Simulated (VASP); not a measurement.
Method: LDA (Ceperley-Alder, Perdew-Zunger), VASP's LDA PAW potentials (set 64) (plane waves; VASP).

The input files of a VASP run:

INCAR:
```
ALGO  =  Normal
EDIFF  =  1E-6
EDIFFG  =  -0.01
ENCUT  =  400
IBRION  =  2
ISIF  =  3
ISMEAR  =  0
LASPH  =  T
LCHARG  =  F
LREAL  =  F
LWAVE  =  F
NELM  =  100
NSW  =  60
PREC  =  Accurate
SIGMA  =  0.05
SYSTEM  =  MgS
```

### POSCAR
```
MgS
1
    0.0000000000     2.5587059282     2.5587059282
    2.5587059282     0.0000000000     2.5587059282
    2.5587059282     2.5587059282     0.0000000000
Mg S
1 1
Direct
  0.0000000000   0.0000000000   0.0000000000
  0.5000000000   0.5000000000   0.5000000000
```

**KPOINTS**
```
Automatic mesh
0
Gamma
 8 8 8
```

POTCAR, in this order: Mg S (LDA.64 set). Program: vasp_std.

Output

File OSZICAR:
```
       N       E                     dE             d eps       ncg     rms          rms(c)
DAV:   1     0.159680032212E+02    0.15968E+02   -0.31922E+03   496   0.651E+02
DAV:   2    -0.933453636686E+01   -0.25303E+02   -0.23406E+02   600   0.970E+01
DAV:   3    -0.100111851822E+02   -0.67665E+00   -0.67665E+00   584   0.216E+01
DAV:   4    -0.100139927671E+02   -0.28076E-02   -0.28076E-02   744   0.154E+00
DAV:   5    -0.100139941962E+02   -0.14292E-05   -0.14292E-05   576   0.328E-02    0.463E+00
DAV:   6    -0.964613856786E+01    0.36786E+00   -0.94400E-01   504   0.476E+00    0.357E+00
DAV:   7    -0.959692266530E+01    0.49216E-01   -0.21025E-01   592   0.234E+00    0.223E+00
DAV:   8    -0.959230774407E+01    0.46149E-02   -0.92718E-03   592   0.731E-01    0.791E-01
DAV:   9    -0.959211324760E+01    0.19450E-03   -0.49120E-04   576   0.160E-01    0.244E-01
DAV:  10    -0.959210716500E+01    0.60826E-05   -0.21219E-05   656   0.293E-02    0.828E-02
DAV:  11    -0.959210666057E+01    0.50443E-06   -0.42784E-06   544   0.123E-02
   1 F= -.95921067E+01 E0= -.95921067E+01  d E =-.959211E+01
```

OUTCAR:
```
------------------------ aborting loop because EDIFF is reached ----------------------------------------
  FORCE on cell =-STRESS in cart. coord.  units (eV):
  Direction    XX          YY          ZZ          XY          YZ          ZX
  --------------------------------------------------------------------------------------
  Total       -0.0005740     -0.0005740     -0.0005740     -0.0000000     -0.0000000      0.0000000
  in kB       -0.0274490     -0.0274490     -0.0274490     -0.0000000     -0.0000000      0.0000000
  external PRESSURE =      -0.0274490 kB  Pullay stress =       0.0000000 kB
  volume of cell :       33.50
      direct lattice vectors                 reciprocal lattice vectors
     0.000000000  2.558705928  2.558705928    -0.195411280  0.195411280  0.195411280
     2.558705928  0.000000000  2.558705928     0.195411280 -0.195411280  0.195411280
     2.558705928  2.558705928  0.000000000     0.195411280  0.195411280 -0.195411280
 POSITION                                       TOTAL-FORCE (eV/Angst)
 -----------------------------------------------------------------------------------
      0.00000      0.00000      0.00000         0.000000      0.000000     -0.000000
      2.55871      2.55871      2.55871        -0.000000     -0.000000      0.000000
 -----------------------------------------------------------------------------------
    total drift:                               -0.000000     -0.000000      0.000000
  FREE ENERGIE OF THE ION-ELECTRON SYSTEM (eV)
  ---------------------------------------------------
  free  energy   TOTEN  =        -9.5921066606 eV

  energy  without entropy=       -9.5921066606  energy(sigma->0) =       -9.59210666

 reached required accuracy - stopping structural energy minimisation
```
(Selected blocks of OUTCAR.)

The structure comes from a computed database's MgS entry (Fm-3m); how it stands against other phases isn't given here. It was relaxed first, which changed the volume by -5 %. The start is the result of an earlier pass.
